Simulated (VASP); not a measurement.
# Y3Si2Pd (P6/mmm) in VASP: density of states with PBE

Aim: the density of states of Y3Si2Pd with PBE.

Program: VASP 6.6.1. These are calculated values, not measurements. Logs are shortened: lines on timing, memory, paths and dates and some standing lists are left out, and cuts for length are marked.

**1. The crystal as given**

The structure is hexagonal, space group P6/mmm (No. 191). Conventional cell: a = 5.949 Å, b = 5.949 Å, c = 3.840 Å, α = 90.00°, β = 90.00°, γ = 120.00°. Around Si (site symmetry -6m2) lie 6 Y at 2.58 Å. Pd (site symmetry 6/mmm) is surrounded by 6 Si at 3.43 to 3.44 Å and 12 Y at 3.54 Å and 2 Pd at 3.84 Å. Y (site symmetry mmm) has 4 Si at 2.58 Å as nearest neighbours.

The cell was built by a generator and needn't be a form met in nature.

**2. Density of states, PBE**

POSCAR

```
Y3Si2Pd
1.0
    5.9493920000      0.0000000000      0.0000000000
   -2.9746960000      5.1523300000      0.0000000000
    0.0000000000      0.0000000000      3.8401020000
Si Pd Y
2 1 3
Direct
    0.3333000000      0.6667000000      0.0000000000
    0.6666000000      0.3333000000      0.0000000000
    0.0000000000      0.0000000000      0.0000000000
    0.5000000000      0.0000000000      0.5000000000
    0.5000000000      0.5000000000      0.5000000000
    0.0000000000      0.5000000000      0.5000000000
```

INCAR.step1

```
SYSTEM = Y3Si2Pd
ALGO = Fast ; EDIFF = 1E-6
ENCUT = 520 ; GGA = PE
ISIF = 2 ; ISMEAR = 0
LASPH = .TRUE. ; LCHARG = .TRUE.
LMAXMIX = 4 ; LREAL = .FALSE.
LWAVE = .FALSE. ; NBANDS = 34
NELM = 100 ; PREC = Accurate
SIGMA = 0.1116
```

KPOINTS.step1

```
k-points
0
G
  7 7 9
  0 0 0
```

INCAR.step2

```
SYSTEM = Y3Si2Pd
ALGO = Fast ; EDIFF = 1E-6
ENCUT = 520 ; GGA = PE
ICHARG = 11 ; ISIF = 2
ISMEAR = -5 ; LASPH = .TRUE.
LCHARG = .FALSE. ; LMAXMIX = 4
LORBIT = 11 ; LREAL = .FALSE.
LWAVE = .FALSE. ; NEDOS = 2001
NELM = 100 ; PREC = Accurate
SIGMA = 0.1116
```

KPOINTS.step2

```
k-points
0
G
  11 11 14
  0 0 0
```

Potentials or basis: VASP PAW PBE potentials, release 64 (Si, Pd, Y_sv).

Started as:

```bash
cat potpaw_PBE.64/Si/POTCAR potpaw_PBE.64/Pd/POTCAR potpaw_PBE.64/Y_sv/POTCAR > POTCAR
cp INCAR.step1 INCAR
cp KPOINTS.step1 KPOINTS
mpirun -np 1 vasp_std > vasp.out
cp INCAR.step2 INCAR
cp KPOINTS.step2 KPOINTS
mpirun -np 1 vasp_std > vasp.out
```

OUTCAR:

```text
SYSTEM = Y3Si2Pd
   EDIFF = 1E-6
   ENCUT = 520
   GGA = PE
   ICHARG = 11
   ISIF = 2
   ISMEAR = -5
   LASPH = .TRUE.
   LORBIT = 11
   LREAL = .FALSE.
   NELM = 100
   PREC = Accurate

 ion  position               nearest neighbor table
   1  0.333  0.667  0.000-   6 2.58   6 2.58   4 2.58   4 2.58   5 2.58   5 2.58
   2  0.667  0.333  0.000-   5 2.58   5 2.58   4 2.58   4 2.58   6 2.58   6 2.58
   3  0.000  0.000  0.000-   4 3.54   4 3.54   4 3.54   4 3.54   5 3.54   6 3.54   6 3.54   6 3.54
                             6 3.54   5 3.54   5 3.54   5 3.54
   4  0.500  0.000  0.500-   1 2.58   2 2.58   1 2.58   2 2.58   5 2.97   6 2.97   5 2.97   6 2.97
                             3 3.54   3 3.54   3 3.54   3 3.54
   5  0.500  0.500  0.500-   2 2.58   2 2.58   1 2.58   1 2.58   6 2.97   6 2.97   4 2.97   4 2.97
                             3 3.54   3 3.54   3 3.54   3 3.54
   6  0.000  0.500  0.500-   1 2.58   1 2.58   2 2.58   2 2.58   5 2.97   5 2.97   4 2.97   4 2.97
                             3 3.54   3 3.54   3 3.54   3 3.54

  LATTYP: Found a hexagonal cell.
 ALAT       =     5.9493920000
 C/A-ratio  =     0.6454612505

  Lattice vectors:

 A1 = (   5.9493920000,   0.0000000000,   0.0000000000)
 A2 = (  -2.9746960000,   5.1523300000,   0.0000000000)
 A3 = (   0.0000000000,   0.0000000000,   3.8401020000)

Analysis of symmetry for initial positions (statically):
=====================================================================
 Subroutine PRICEL returns:
 Original cell was already a primitive cell.

 Routine SETGRP: Setting up the symmetry group for a
 hexagonal supercell.

 Subroutine GETGRP returns: Found  4 space group operations
 (whereof  4 operations were pure point group operations)
 out of a pool of 24 trial point group operations.

The static configuration has the point symmetry C_2v.

Analysis of symmetry for dynamics (positions and initial velocities):
=====================================================================
 Subroutine PRICEL returns:
 Original cell was already a primitive cell.

 Routine SETGRP: Setting up the symmetry group for a
 hexagonal supercell.

 Subroutine GETGRP returns: Found  4 space group operations
 (whereof  4 operations were pure point group operations)
 out of a pool of 24 trial point group operations.

The dynamic configuration has the point symmetry C_2v.

 Subroutine INISYM returns: Found  4 space group operations
 (whereof  4 operations are pure point group operations),
 and found     1 'primitive' translations

[... 116 lines left out ...]
   NUPDOWN=      -1.0000    fix difference up-down
   EMIN   =  10.00;   EMAX   =-10.00  energy-range for DOS
   EFERMI =   0.00;   METHOD = LEGACY
   ISMEAR =    -5;   SIGMA  =   0.11  broadening in eV -4-tet -1-fermi 0-gaus
   EFERMI_NEDOS =   21; number of points for ismear=-14 and -15
   IALGO  =     68    algorithm
   IMIX   =      4    mixing-type and parameters
     AMIX     =   0.40;   BMIX     =  1.00
     AMIX_MAG =   1.60;   BMIX_MAG =  1.00
  volume/ion in A,a.u.               =      19.62       132.39
  Fermi-wavevector in a.u.,A,eV,Ry     =   1.238773  2.340942 20.878951  1.534560
  Thomas-Fermi vector in A             =   2.373285
   LORBIT       =     11    0 simple, 1 ext, 2 COOP (PROOUT), +10 PAW based schemes
   GGA     = PE    functional components
   LHFCALC =     F    Hartree Fock is set to
   AEXX    =    0.0000 exact exchange contribution
   IVDW    =     0    specifies the selected vdW correction
   LEPSILON=     F    determine dielectric tensor
   LRPA    =     F    only Hartree local field effects (RPA)
 non-spin polarized calculation
 RMM-DIIS sequential band-by-band and
 Fermi weights with tetrahedron method with Bloechl corrections
  energy-cutoff  :      520.00
  volume of cell :      117.71
 maximum number of plane-waves:      3200
 NGX is ok and might be reduce to    48

 number of electron      50.9999998 magnetization

 Free energy of the ion-electron system (eV)
  ---------------------------------------------------
  ext. energy  EPLUGINS =         0.00000000
  ---------------------------------------------------
  free energy    TOTEN  =       -31.64298899 eV

  energy without entropy =      -31.64298899  energy(sigma->0) =      -31.64298899

 E-fermi :   5.9228     XC(G=0): -10.8996

 val. band max:        5.9599893003   @ k =   0.1818   0.0000   0.0000
 cond. band min:       5.9272366781   @ k =   0.2727   0.0909   0.3571
 fundamental gap:     -0.0327526222
 Fermi energy:         5.9227870986

 k-point     1 :       0.0000    0.0000    0.0000
  band No.  band energies     occupation
      1     -35.8980      2.00000
      2     -35.5960      2.00000
      3     -35.5956      2.00000
      4     -17.3596      2.00000
      5     -16.4245      2.00000
      6     -16.4243      2.00000
[... 781 lines left out ...]
     29       6.8859      0.00000
     30       7.7013      0.00000

 [... further k-points ...]
[... 5 lines left out ...]
  --------------------------------------------------------------------------------------
  -------------------------------------------------------------------------------------
  Total       21.4744629     21.4808750     24.3522992      0.0000000      0.0000000      0.0000000
  in kB      292.2899455    292.3772205    331.4603135      0.0000000      0.0000000      0.0000000
  external PRESSURE =     305.3758265 kB  Pullay stress =       0.0000000 kB

 VOLUME and BASIS-vectors are now :
 -----------------------------------------------------------------------------
  energy-cutoff  :      520.00
  volume of cell :      117.71
      direct lattice vectors                 reciprocal lattice vectors
     5.949392000  0.000000000  0.000000000     0.168084403  0.097043474  0.000000000
    -2.974696000  5.152330000  0.000000000     0.000000000  0.194086947  0.000000000
     0.000000000  0.000000000  3.840102000     0.000000000  0.000000000  0.260409750

 POSITION                                       TOTAL-FORCE (eV/Angst)
 -----------------------------------------------------------------------------------
     -0.00030      3.43506      0.00000         0.002315     -0.000884      0.000000
      2.97440      1.71727      0.00000         0.002315      0.000884      0.000000
      0.00000      0.00000      0.00000         0.000311      0.000000      0.000000
      2.97470      0.00000      1.92005         0.001370      0.000000      0.000000
      1.48735      2.57617      1.92005        -0.003155      0.002607      0.000000
     -1.48735      2.57617      1.92005        -0.003155     -0.002607      0.000000
 -----------------------------------------------------------------------------------
    total drift:                               -0.000015      0.000000      0.000000

  FREE ENERGIE OF THE ION-ELECTRON SYSTEM (eV)
  ---------------------------------------------------
  free  energy   TOTEN  =       -31.6429889940 eV

  energy  without entropy=      -31.6429889940  energy(sigma->0) =      -31.64298899

 total charge

# of ion       s       p       d       f       tot
--------------------------------------------------
    1        0.860   1.021   0.000   0.000   1.882
    2        0.860   1.021   0.000   0.000   1.882
    3        0.356   0.202   8.521   0.000   9.079
    4        2.290   6.542   1.533   0.066  10.432
    5        2.290   6.542   1.533   0.066  10.431
    6        2.290   6.542   1.533   0.066  10.431
--------------------------------------------------
tot          8.947  21.871  13.119   0.199  44.136
```

OUTCAR.step1:

```text
SYSTEM = Y3Si2Pd
   EDIFF = 1E-6
   ENCUT = 520
   GGA = PE
   ISIF = 2
   ISMEAR = 0
   LASPH = .TRUE.
   LREAL = .FALSE.
[... 1131 lines left out ...]
      2.97470      0.00000      1.92005         0.001354      0.000000      0.000000
      1.48735      2.57617      1.92005        -0.003159      0.002605      0.000000
     -1.48735      2.57617      1.92005        -0.003159     -0.002605      0.000000
 -----------------------------------------------------------------------------------
    total drift:                                0.000009      0.000000      0.000000

  FREE ENERGIE OF THE ION-ELECTRON SYSTEM (eV)
  ---------------------------------------------------
  free  energy   TOTEN  =       -31.6565465044 eV

  energy  without entropy=      -31.6241274124  energy(sigma->0) =      -31.64033696
```

It took 17 min on 1 thread of AMD EPYC 9R45 (Zen 5), shared host; peak memory 1 GiB.

What came out:

| Item | Value |
| --- | --- |
| Valence electrons inside the program's atomic spheres | Si 1.88; Pd 9.08; Y 10.43 |

Levels at points of the mesh, in eV from the Fermi level:
```
           k point  band 23  band 24  band 25  band 26  band 27  band 28  band 29  band 30
(0.00, 0.00, 0.00)    -1.16    -0.88    -0.32    -0.32     0.11     0.11     1.38     1.69
(0.00, 0.00, 0.50)    -1.25    -0.23    -0.23     0.34     0.34     1.02     1.37     2.82
```

States per cell in windows of 1 eV (zero at the Fermi level; states under -8 eV left out):
| from (eV) | total | Pd3_d | Y5_d | Y6_d | Y4_d | Si1_p | Si2_p |
| --- | --- | --- | --- | --- | --- | --- | --- |
| -8.0 | 2.44 | 0.01 | 0.11 | 0.11 | 0.11 | 0.01 | 0.01 |
| -7.0 | 0.95 | 0.01 | 0.03 | 0.03 | 0.03 | 0.00 | 0.00 |
| -6.0 | 0.06 | 0.00 | 0.00 | 0.00 | 0.00 | 0.00 | 0.00 |
| -5.0 | 0.13 | 0.00 | 0.01 | 0.01 | 0.01 | 0.01 | 0.01 |
| -4.0 | 3.37 | 0.22 | 0.23 | 0.23 | 0.23 | 0.23 | 0.23 |
| -3.0 | 7.56 | 3.21 | 0.38 | 0.38 | 0.38 | 0.28 | 0.28 |
| -2.0 | 7.15 | 4.12 | 0.27 | 0.27 | 0.27 | 0.19 | 0.19 |
| -1.0 | 5.02 | 1.06 | 0.49 | 0.49 | 0.49 | 0.29 | 0.29 |
| 0.0 | 4.79 | 0.31 | 0.75 | 0.75 | 0.75 | 0.16 | 0.16 |
| 1.0 | 2.59 | 0.12 | 0.41 | 0.41 | 0.41 | 0.06 | 0.06 |
| 2.0 | 1.51 | 0.05 | 0.23 | 0.23 | 0.22 | 0.04 | 0.04 |
| 3.0 | 0.06 | 0.00 | 0.01 | 0.01 | 0.01 | 0.00 | 0.00 |
| 4.0 | 0.00 | 0.00 | 0.00 | 0.00 | 0.00 | 0.00 | 0.00 |

Caveat: tetrahedron occupations give inexact forces and stress in metals.
